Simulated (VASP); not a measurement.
A cell of Mo (bcc) near equilibrium:

```
CELL_PARAMETERS angstrom
     -1.58000     1.58000     1.58000
      1.58000    -1.58000     1.58000
      1.58000     1.58000    -1.58000
ATOMIC_POSITIONS crystal
  Mo 0.00000 0.00000 0.00000
```

Level of theory: PBE GGA, VASP's PBE PAW potentials (set 64) (plane waves; VASP).

```json
[
 {"run": "as it is", "ΔE (meV/atom)": "0.0", "σxx": "0.50", "σyy": "0.50", "σzz": "0.50", "largest shear component, with its sign (GPa)": "0.00", "largest force (eV/Å)": "0.000"},
 {"run": "after one change", "ΔE (meV/atom)": "90.2", "σxx": "-18.73", "σyy": "-18.73", "σzz": "-18.73", "largest shear component, with its sign (GPa)": "0.00", "largest force (eV/Å)": "0.000"}
]
```
Stress is in GPa, positive when the cell is compressed.

**Question.** Name the change that produced these shifts.
(A) isotropic strain of +1.0 %
(B) isotropic strain of +3.0 %
(C) uniaxial strain of +2.0 % along x
(D) uniaxial strain of -1.5 % along z

**Answer.** B, isotropic strain of +3.0 %

The compound is Mo in the bcc structure.
